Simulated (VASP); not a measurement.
Runs of VASP 6.6.1 on Rh. All rows change the cell; the cell of one of them follows. It takes space group Fm-3m (No. 225, cubic). The conventional cell has a = 3.854 Å, b = 3.854 Å, c = 3.854 Å, α = 90.00°, β = 90.00°, γ = 90.00°. Around Rh (site symmetry m-3m) lie 12 Rh at 2.73 Å. 

```tsv
cell	gap on the mesh (eV)	pressure (GPa)
a relaxed cell with its volume scaled by 1.06	none	(a)
a relaxed cell with its volume scaled by 0.91	none	35.5
a relaxed cell with its volume scaled by 0.94	none	21.5
a relaxed cell with its volume scaled by 0.97	none	9.8
a relaxed cell with its volume scaled by 1.09	none	-20.4
```

Alike in all rows: task single point; level PBEsol; potentials or basis VASP PAW PBE potentials, release 64 (Rh_pv); no spin polarisation; k mesh 18 × 18 × 18; cutoff (eV) 520; smearing gaussian 0.1 eV.

Q: Fill in the values left out.

A: (a) -14.8.

Caveats: the PAW data sets were made with another functional, which shifts forces and pressure a little (some runs); so large a pressure means that the cell lies far from this level's equilibrium, or that cutoff or potentials fall short (some runs); the potentials were made for another functional, which shifts forces and pressure (some runs); a pressure of tens of GPa on the cell as given is suspect, and the run, the potentials or the cell itself is likely at fault (some runs).

A k mesh can miss the band edges, and the runs leave out spin-orbit coupling on Rh.

A gap of «none» marks a metal or a gap under the smearing width.
